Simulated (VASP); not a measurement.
SiGe3O8:

```
Si Ge O
1.0
     4.34617    0.00000    0.00000
     0.00000    4.34617    2.83332
     0.00000   -4.34617    2.83332
Si Ge O
1 3 8
Direct
  0.50000 0.00000 0.50000
  0.50000 0.50000 0.00000
  0.00000 0.00000 0.00000
  0.00000 0.50000 0.50000
  0.69423 0.34711 0.65289
  0.69423 0.84711 0.15289
  0.80577 0.34711 0.15289
  0.80577 0.84711 0.65289
  0.30577 0.15289 0.84711
  0.30577 0.65289 0.34711
  0.19423 0.15289 0.34711
  0.19423 0.65289 0.84711
```

The cell comes from a database or a generator and needn't be the stable form of this composition.

| Item | Value |
| --- | --- |
| Program | VASP 6.6.1 |
| Task | relaxation of cell and atoms |
| Functional | PBEsol |
| Potentials or basis | VASP PAW PBE potentials, release 64 (Si, Ge_d, O) |
| Cutoff | 600 eV |
| k mesh | 3 × 3 × 3 |
| Occupations | gaussian, width 0.02 eV |
| Spin | no spin polarisation |

At the start: pressure 3.4 GPa; volume 8.92 Å³/atom.

How do energy, volume and symmetry change on relaxing?

Over 24 steps the energy falls by 32.8 meV/atom and the volume is 9.00 Å³/atom (+0.9 %); space group C2/m (No. 12, to 0.05 Å).

Step by step:
```csv
step,energy change (eV),largest force (eV/Å),pressure (GPa),volume (Å³)
1,0.0000,2.0296,3.40,107.04
2,-0.2114,1.6024,-4.18,110.00
3,-0.3506,0.4655,-2.09,108.85
4,-0.3697,0.4028,1.99,107.34
5,-0.3752,0.2436,0.62,107.82
6,-0.3842,0.2103,-0.02,108.07
7,-0.3864,0.2003,-0.51,108.26
8,-0.3918,0.0688,-0.26,108.17
9,-0.3926,0.0538,-0.11,108.11
10,-0.3929,0.0224,0.04,108.05
11,-0.3930,0.0173,0.12,108.01
12,-0.3931,0.0117,-0.06,108.07
13,-0.3931,0.0114,-0.06,108.07
14,-0.3931,0.0070,-0.01,108.05
15,-0.3931,0.0085,0.01,108.03
16,-0.3931,0.0096,0.02,108.03
17,-0.3931,0.0089,0.01,108.03
18,-0.3932,0.0077,0.00,108.03
19,-0.3932,0.0077,-0.03,108.04
20,-0.3932,0.0052,0.03,108.02
21,-0.3932,0.0051,0.06,108.02
22,-0.3932,0.0070,-0.02,108.05
23,-0.3932,0.0058,-0.01,108.04
24,-0.3932,0.0035,0.01,108.04
```

Final structure:
```
CELL_PARAMETERS angstrom
4.37265 0.00767 0.00000
0.00770 4.35475 2.83688
-0.00770 -4.35475 2.83688
ATOMIC_POSITIONS crystal
Si 0.50000 0.00000 0.50000
Ge 0.50000 0.50000 0.00000
Ge 0.00000 0.00000 0.00000
Ge 0.00000 0.50000 0.50000
O 0.68861 0.33314 0.64261
O 0.68861 0.85739 0.16686
O 0.81419 0.35143 0.14857
O 0.79286 0.84849 0.65151
O 0.31139 0.14261 0.83314
O 0.31139 0.66686 0.35739
O 0.20714 0.15151 0.34849
O 0.18581 0.64857 0.85143
```

Caveat: the k mesh is coarse (spacing up to 0.48 Å⁻¹), so the values aren't converged; the PAW data sets were made with another functional, which shifts forces and pressure a little.
